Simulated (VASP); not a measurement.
These are HSE06 screened hybrid, VASP's PBE PAW potentials (set 64) (plane waves; VASP) values and carry that method's errors.

VASP ran on this input.

**KPOINTS**
```
Regular mesh
0
gamma
  1 1 1
```

**POSCAR**
```
AlSi63
1
   10.9370747004     0.0000000000     0.0000000000
    0.0000000000    10.9370747004     0.0000000000
    0.0000000000     0.0000000000    10.9370747004
Si Al
63 1
Direct
  0.4990357370   0.9993664303   0.9995872366
  0.6258429541   0.1248359681   0.1250398936
  0.7496259755   0.2497017817   0.9996359283
  0.8764432311   0.3756144196   0.1250751599
  0.7496544066   0.9995191694   0.2498669645
  0.8766004409   0.1248608068   0.3757048940
  0.9995376378   0.9994601012   0.9995613454
  0.1256495126   0.1257006739   0.1256976644
  0.2497055448   0.2497605728   0.0000117244
  0.3759935926   0.3756454217   0.1261477647
  0.4997156138   0.4995526834   0.9995549747
  0.6251911063   0.6250842482   0.1259151770
  0.7492156283   0.7493117352   0.9999138180
  0.8754949831   0.8755544812   0.1257118391
  0.2497635111   0.0001607945   0.2498785252
  0.3759353963   0.1262506936   0.3759788090
  0.5005062098   0.2486777962   0.2487589458
  0.6297363936   0.3728779544   0.3729151909
  0.7505445434   0.4982549757   0.2483182362
  0.8752577077   0.6250518123   0.3754117446
  0.4996549357   0.9994549945   0.4996881294
  0.6250247076   0.1260254286   0.6250800418
  0.7505768565   0.2481719791   0.4981128720
  0.8752462566   0.3751905831   0.6250908326
  0.7490941598   0.0000590418   0.7492540052
  0.8755140668   0.1256165582   0.8755984976
  0.9991887471   0.4991495141   0.9996723832
  0.1249481366   0.6258185056   0.1252202001
  0.2497319831   0.7497007269   0.9997049958
  0.3756188663   0.8766878759   0.1251060219
  0.9998972829   0.2497228739   0.2497505323
  0.1260801739   0.3756648069   0.3759223980
  0.2487769227   0.5002363671   0.2487766624
  0.3726864339   0.6300577382   0.3728895774
  0.4983013825   0.7506235911   0.2481718075
  0.6251608990   0.8752552356   0.3753579517
  0.9991748707   0.9992925066   0.4991301805
  0.1246965976   0.1247738342   0.6258494052
  0.2485349131   0.2485718477   0.5005154259
  0.3723428432   0.3727273879   0.6301848774
  0.6300216142   0.6303512376   0.6303751640
  0.7501030459   0.7501101180   0.4997735630
  0.8761923907   0.8764245550   0.6261548589
  0.2497404578   0.9995706938   0.7496880284
  0.3756202489   0.1247979234   0.8767978968
  0.4980372507   0.2480564773   0.7507210678
  0.6251176413   0.3750957265   0.8753271041
  0.7500204235   0.4996894402   0.7500881858
  0.8763980362   0.6260255676   0.8764683002
  0.9994132434   0.7496832464   0.2499416872
  0.1247954598   0.8767552632   0.3757127024
  0.9995052157   0.4995608113   0.4996865815
  0.1258246157   0.6250906874   0.6252140920
  0.2479731578   0.7507825236   0.4983312114
  0.3752421373   0.8753496091   0.6252283349
  0.9994632665   0.2497903299   0.7497291112
  0.1246133355   0.3756365871   0.8769185771
  0.2478650970   0.4983245628   0.7510002650
  0.3751892090   0.6251109502   0.8755400682
  0.4996222495   0.7502639723   0.7504176334
  0.6260474667   0.8765766097   0.8765591829
  0.9997919422   0.7492802099   0.7492204983
  0.1256396798   0.8754964700   0.8755207463
  0.4979016526   0.4981965105   0.4985285050
```

### INCAR
```
ISIF=0
LASPH=.True.   ! aspherical one-centre terms
GGA=PE
NELMIN=4
NELECT=254.0
ISMEAR=0
LWAVE=.False.
PRECFOCK=Fast
EDIFF=1E-5   ! SCF stop (eV)
LCHARG=.False.
ALGO=Normal   ! blocked Davidson
SIGMA=0.05   ! width (eV)
ENCUT=400
LHFCALC=.True.
AEXX=0.25
LREAL=Auto   ! projection in real space or not
NELM=50   ! most electronic steps
HFSCREEN=0.2   ! 1/Angstrom
PREC=Normal
ISYM=0
SYSTEM=AlSi63
```

POTCAR, in this order: Si Al (PBE.64 set). Program: vasp_gam. Read from the step before: WAVECAR.

The run wrote:

### OSZICAR
```
       N       E                     dE             d eps       ncg     rms          rms(c)
DAV:   1    -0.399218428555E+03   -0.39922E+03   -0.12643E+01   320   0.808E+00    0.203E+01
DAV:   2    -0.399313273142E+03   -0.94845E-01   -0.31627E-01   416   0.123E+00    0.146E+01
DAV:   3    -0.399299905547E+03    0.13368E-01   -0.11312E-02   344   0.195E-01    0.867E+00
DAV:   4    -0.399293895478E+03    0.60101E-02   -0.24013E-03   360   0.978E-02    0.501E+00
DAV:   5    -0.399291826962E+03    0.20685E-02   -0.65503E-04   352   0.522E-02    0.287E+00
DAV:   6    -0.399291117391E+03    0.70957E-03   -0.20383E-04   360   0.298E-02    0.163E+00
DAV:   7    -0.399290886357E+03    0.23103E-03   -0.73378E-05   336   0.177E-02    0.928E-01
DAV:   8    -0.399290812193E+03    0.74164E-04   -0.25251E-05   200   0.107E-02    0.534E-01
DAV:   9    -0.399290792087E+03    0.20106E-04   -0.11579E-05   176   0.751E-03    0.302E-01
DAV:  10    -0.399290788288E+03    0.37997E-05   -0.42021E-06   176   0.459E-03
   1 F= -.39929079E+03 E0= -.39929079E+03  d E =-.106884E-06
```

OUTCAR:
```
------------------------ aborting loop because EDIFF is reached ----------------------------------------
  volume of cell :     1308.29
      direct lattice vectors                 reciprocal lattice vectors
    10.937074700  0.000000000  0.000000000     0.091432127  0.000000000  0.000000000
     0.000000000 10.937074700  0.000000000     0.000000000  0.091432127  0.000000000
     0.000000000  0.000000000 10.937074700     0.000000000  0.000000000  0.091432127
 POSITION                                       TOTAL-FORCE (eV/Angst)
 -----------------------------------------------------------------------------------
      5.45799     10.93015     10.93256        -0.036594     -0.016701     -0.022455
      6.84489      1.36534      1.36757         0.023881      0.041781      0.036841
      8.19872      2.73101     10.93309        -0.007516     -0.022422     -0.020917
      9.58573      4.10812      1.36796         0.013146      0.035371      0.017375
      8.19903     10.93182      2.73281        -0.009028     -0.020870     -0.022724
      9.58744      1.36561      4.10911         0.010217      0.021029      0.023015
     10.93202     10.93117     10.93228        -0.014585     -0.010982     -0.016405
      1.37424      1.37480      1.37476         0.022312      0.020510      0.022121
      2.73105      2.73165      0.00013        -0.016826     -0.022109     -0.007483
      4.11227      4.10846      1.37969         0.006994      0.031637      0.022864
      5.46543      5.46365     10.93221        -0.012263     -0.012718     -0.018643
      6.83776      6.83659      1.37714         0.002632      0.015982      0.014405
      8.19423      8.19528     10.93613        -0.015541     -0.026038     -0.022911
      9.57535      9.57600      1.37492         0.018931      0.010763      0.020515
      2.73168      0.00176      2.73294        -0.021531     -0.018935     -0.016947
      4.11163      1.38081      4.11211         0.011203      0.016293      0.016714
      5.47407      2.71981      2.72070        -0.034009     -0.016864     -0.007677
      6.88747      4.07819      4.07860         0.060838      0.033183      0.032469
      8.20876      5.44945      2.71588        -0.015227     -0.016397     -0.016296
      9.57276      6.83624      4.10591         0.015404      0.010159      0.009102
      5.46476     10.93111      5.46513        -0.012297     -0.015744     -0.010344
      6.83594      1.37835      6.83655         0.008587      0.012549      0.009895
      8.20912      2.71428      5.44790        -0.015303     -0.021757     -0.006249
      9.57263      4.10349      6.83667         0.008449      0.016461      0.009125
      8.19290      0.00065      8.19465        -0.016583     -0.028075     -0.018074
      9.57556      1.37388      9.57649         0.014299      0.021288      0.017354
     10.92820      5.45924     10.93349        -0.010570     -0.040428     -0.021681
      1.36657      6.84462      1.36954         0.031642      0.026392      0.028028
      2.73134      8.19953     10.93385        -0.023429     -0.012713     -0.014735
      4.10817      9.58840      1.36829         0.022921      0.008615      0.016898
     10.93595      2.73124      2.73154        -0.006343     -0.022363     -0.013846
      1.37895      4.10867      4.11149         0.022049      0.025621      0.011293
      2.72089      5.47112      2.72089        -0.011665     -0.031254     -0.008128
      4.07610      6.89099      4.07832         0.026173      0.060142      0.026525
      5.44996      8.20963      2.71427        -0.024117     -0.015575     -0.016012
      6.83743      9.57273      4.10532         0.003158      0.018653      0.007022
     10.92805     10.92934      5.45902        -0.015853     -0.016968     -0.029410
      1.36382      1.36466      6.84496         0.038505      0.043690      0.030755
      2.71824      2.71865      5.47417        -0.006869     -0.011435     -0.029798
      4.07234      4.07655      6.89238         0.029224      0.022525      0.066981
      6.89059      6.89420      6.89446         0.089862      0.079877      0.081497
      8.20393      8.20401      5.46606        -0.048924     -0.048345     -0.043791
      9.58298      9.58552      6.84830         0.015508      0.016110      0.041673
      2.73143     10.93238      8.19939        -0.023972     -0.019866     -0.006812
      4.10819      1.36492      9.58960         0.021949      0.020574      0.005839
      5.44707      2.71301      8.21069        -0.013115     -0.012891     -0.016702
      6.83696      4.10245      9.57352         0.000954      0.021255      0.006251
      8.20303      5.46514      8.20377        -0.035908     -0.053686     -0.034830
      9.58523      6.84689      9.58600         0.004881      0.041839      0.009061
     10.93066      8.19934      2.73363        -0.007096     -0.012722     -0.026680
      1.36490      9.58914      4.10920         0.017773      0.010910      0.025536
     10.93166      5.46373      5.46511        -0.016496     -0.011771     -0.007566
      1.37615      6.83666      6.83801         0.012339      0.018332      0.005480
      2.71210      8.21136      5.45029        -0.012201     -0.022915     -0.019406
      4.10405      9.57376      6.83817         0.011478      0.013561      0.004388
     10.93120      2.73198      8.19984        -0.017668     -0.026161     -0.011430
      1.36291      4.10837      9.59092         0.021511      0.035792      0.004518
      2.71092      5.45021      8.21375        -0.013572     -0.027439     -0.018510
      4.10347      6.83689      9.57585         0.016020      0.008698      0.017332
      5.46441      8.20569      8.20737        -0.051491     -0.048670     -0.051760
      6.84713      9.58718      9.58699         0.034769      0.010329      0.011844
     10.93480      8.19493      8.19428        -0.020644     -0.026353     -0.012599
      1.37413      9.57537      9.57564         0.020875      0.014196      0.020603
      5.44559      5.44881      5.45244        -0.071247     -0.072954     -0.082497
 -----------------------------------------------------------------------------------
    total drift:                                0.056427      0.068382      0.059815
  FREE ENERGIE OF THE ION-ELECTRON SYSTEM (eV)
  ---------------------------------------------------
  free  energy   TOTEN  =      -399.2907882877 eV

  energy  without entropy=     -399.2907881808  energy(sigma->0) =     -399.29078823

  exchange ACFDT corr.  =         0.00000000  see jH, gK, PRB 81, 115126
```
(Selected blocks of OUTCAR.)

The cell is charged, with a uniform compensating background. The supercell is sampled at Γ alone, which is coarse: total energies, pressure and levels can be off, energies of defects by several tenths of an eV.

The cell is a supercell with a defect, built from Si (diamond): Al_Si, charge +1. The cell's shape comes from a PBE relaxation. The run is not spin-polarised, so no state with unpaired spins was tried.
